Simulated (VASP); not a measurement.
Energy against volume of BP (zinc blende). These are r2SCAN meta-GGA, VASP's PBE PAW potentials (set 64) (plane waves; VASP) values and carry that method's errors. Numerical set-up: 520 eV cut-off, 10×10×10 Γ-centred mesh, Gaussian smearing of 0.050 eV, potentials B P.

```json
[
 {"V (Å³/atom)": "10.937", "E (eV/atom)": "-8.63069"},
 {"V (Å³/atom)": "11.286", "E (eV/atom)": "-8.64961"},
 {"V (Å³/atom)": "11.635", "E (eV/atom)": "-8.65570"},
 {"V (Å³/atom)": "11.984", "E (eV/atom)": "-8.65062"}
]
```

Fit these four points and predict the energy of the run at 12.333 Å³/atom.

A cubic in V^(−2/3), the third-order Birch-Murnaghan form, passes through the four points with V0 = 11.64 Å³/atom and B0 = 170 GPa, and gives -8.6358 eV/atom there. The run gave -8.6359 eV/atom, -0.1 meV/atom from the fit; all five points give B0 = 170 GPa.

The compound is BP in the zinc blende structure. It was relaxed first.
